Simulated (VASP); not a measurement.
Given:

```
CELL_PARAMETERS angstrom
      1.60271    -2.77597     0.00000
      1.60271     2.77597     0.00000
      0.00000     0.00000     3.64325
ATOMIC_POSITIONS crystal
  Mg 0.00000 0.00000 0.00000
  B  0.33333 0.66667 0.50000
  B  0.66667 0.33333 0.50000
```

Method: PBE GGA, VASP's PBE PAW potentials (set 64) (plane waves; VASP). Settings: 600 eV cut-off, 10×10×8 Γ-centred mesh, first-order Methfessel-Paxton smearing of 0.10 eV, potentials Mg B.

### Question
What does the run give for the energy per atom (σ→0), pressure, band gap (on the k-mesh) with the smallest direct gap where there is one?

### Answer

- band gap (on the k-mesh) = none (metal, semimetal or under 0.01 eV)
- energy per atom (σ→0) = -5.047 eV/atom
- pressure = -147.1 kbar

The compound is MgB2 in the AlB2 type structure. This cell was strained or had an atom moved on purpose.
